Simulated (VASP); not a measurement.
Given:

```
CELL_PARAMETERS angstrom
      0.00000     2.64141     2.64141
      2.64141     0.00000     2.64141
      2.64141     2.64141     0.00000
ATOMIC_POSITIONS crystal
  Ce 0.00000 0.00000 0.00000
  O  0.25000 0.25000 0.25000
  O  0.75000 0.75000 0.75000
```

Calculation: LDA (Ceperley-Alder, Perdew-Zunger), VASP's LDA PAW potentials (set 64) (plane waves; VASP). Numerical set-up: 620 eV cut-off, 7×7×7 Γ-centred mesh, Gaussian smearing of 0.050 eV, potentials Ce O.

Energy and stress use the plane-wave basis of the starting cell.

**Question.** The ions, cell shape and volume at an external pressure of 20.0 GPa are relaxed. Predict the relaxed structure.

**Answer.** 
```
CELL_PARAMETERS angstrom
      0.00000     2.60850     2.60850
      2.60850     0.00000     2.60850
      2.60850     2.60850     0.00000
ATOMIC_POSITIONS crystal
  Ce 0.00000 0.00000 0.00000
  O  0.25000 0.25000 0.25000
  O  0.75000 0.75000 0.75000
```
Space group Fm-3m (225), at a tolerance of 0.03 Å.

**Question.** How do energy and volume change from the first to the last step?

**Answer.** The energy (σ→0) changes by +41.9 meV/atom and the volume by -3.7 %, in 4 ionic steps.

| step | E(σ→0) (eV) | max force (eV/Å) | pressure (GPa) | volume (Å³) |
|---|---|---|---|---|
| 1 | -28.8070 | 0.000 | 10.07 | 36.86 |
| 2 | -28.1750 | 0.000 | 44.99 | 32.94 |
| 3 | -28.6853 | 0.000 | 19.71 | 35.53 |
| 4 | -28.6812 | 0.000 | 19.99 | 35.50 |

The compound is CeO2 in the fluorite structure. This run relaxes it under an external pressure of 20 GPa. Symmetry was kept, so distortions that lower it aren't found. The run is not spin-polarised, so no magnetic state was tried.
